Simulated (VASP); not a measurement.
```yaml
crystal:
  lattice:
    - [0.00000, 3.10425, 3.10425]
    - [3.10425, 0.00000, 3.10425]
    - [3.10425, 3.10425, 0.00000]
  atoms:
    - { symbol: Ta, position: [0.00000, 0.00000, 0.00000] }
    - { symbol: Sb, position: [0.25000, 0.25000, 0.25000] }
```

All values below come from PBEsol GGA, VASP's PBE PAW potentials (set 64) (plane waves; VASP 6.6.1). Run with 400 eV cut-off, 9×9×9 Γ-centred mesh, first-order Methfessel-Paxton smearing of 0.10 eV, potentials Ta_pv Sb.

Unless said otherwise, spin-orbit coupling is left out, though it shifts the bands of the heavy elements here.

Problem. Estimate the energy per atom (σ→0), band gap (on the k-mesh) with the smallest direct gap where there is one.

Solution. 
- band gap (on the k-mesh) = none (metal, semimetal or under 0.01 eV)
- energy per atom (σ→0) = -7.282 eV/atom

Total energies compare only between runs with the same potentials, cut-off and functional.

The structure was generated: TaSb was put into the zinc blende type (F-43m), which need not be its known phase. It was relaxed first, which changed the volume by -34 %. The start is the result of an earlier pass.
